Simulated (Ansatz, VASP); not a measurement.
Two plane-wave programs on As3Ru

```
As Ru
1.0
     4.08233    0.00000    0.00000
     0.00000    4.08233    0.00000
     0.00000    0.00000    4.08233
As Ru
3 1
Direct
  0.50000 0.50000 0.00000
  0.50000 0.00000 0.50000
  0.00000 0.50000 0.50000
  0.00000 0.00000 0.00000
```

Change from the starting cell: species swapped into the TiCo3 type (Pm-3m, No. 221).

Alike in both runs: task relaxation of cell and atoms; functional PBE; k mesh 12 × 12 × 12; occupations gaussian, width 0.1 eV; no spin polarisation.

```csv
,VASP,Ansatz
version,VASP 6.6.1,Ansatz 0.2.0
potentials or method,"VASP PAW PBE potentials, release 64 (As, Ru_pv)","scalar-relativistic, plane waves, PAW"
plane-wave cutoff (eV),600,420
valence electrons in the cell,29,61
```

|  | VASP | Ansatz | Ansatz less VASP |
| --- | --- | --- | --- |
| gap on the k mesh at the Fermi level, each at its own relaxed structure (eV) | none | none | - |
| relaxed volume (Å³/atom) | 17.13 | 17.12 | -0.016 |
| relaxed cell length with the largest relative difference (Å) | 4.092 | 4.091 | -0.0013 |

A gap of «none» marks a metal or a gap that the smearing closes. The two sets of potentials don't hold the same shells in valence.
